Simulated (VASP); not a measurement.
```yaml
crystal:
  lattice:
    - [0.00000, 2.02696, 2.02696]
    - [2.02696, 0.00000, 2.02696]
    - [2.02696, 2.02696, 0.00000]
  atoms:
    - { symbol: Ag, position: [0.00000, 0.00000, 0.00000] }
```

These are revTPSS meta-GGA, VASP's PBE PAW potentials (set 64) (plane waves; VASP 6.6.1) values and carry that method's errors. Settings: 520 eV cut-off, 14×14×14 Γ-centred mesh, first-order Methfessel-Paxton smearing of 0.10 eV, potentials Ag.

**Question.** Predict the energy per atom (σ→0), band gap (on the k-mesh) with the smallest direct gap where there is one.

**Answer.** 
| Quantity | Result |
|---|---|
| band gap (on the k-mesh) | none (metal, semimetal or under 0.01 eV) |
| energy per atom (σ→0) | 12.911 eV/atom |

The compound is Ag in the fcc structure. It was relaxed first. The start is the result of an earlier pass.
